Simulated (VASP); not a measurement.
Runs of VASP 6.6.1 on NZnBrH2. The cell holds a molecule in a box, 5 atoms: a = 13.000 Å, b = 13.000 Å, c = 12.000 Å, α = 90.00°, β = 90.00°, γ = 90.00°. 

```csv
task,level,potentials or basis,cell,cutoff (eV),gap on the mesh (eV),largest force (eV/Å)
single point,r2SCAN,"VASP PAW PBE potentials, release 64 (N_s, Zn, Br, H_s)",as given,400,4.61,0.73
electron localisation function,PBE,"VASP PAW PBE potentials, release 64 (N, Zn, Br, H)",as given,520,4.05,0.41
relaxation of the atoms,RPBE+D3(BJ),"VASP PAW PBE potentials, release 64 (N_s, Zn, Br, H_s)",atoms relaxed,400,(a),0.01
atomic charges,PBE+TS,"VASP PAW PBE potentials, release 64 (N, Zn, Br, H)",as given,520,4.05,0.41
```

Alike in all rows: no spin polarisation; k mesh 1 × 1 × 1; smearing gaussian 0.01 eV.

Estimate the missing entries.

(a) 4.08.

Caveats: the PAW data sets were made with another functional, which shifts forces and pressure a little (some runs).

A k mesh can miss the band edges, and the runs leave out spin-orbit coupling on Br.

Not every run made on this cell is shown here.
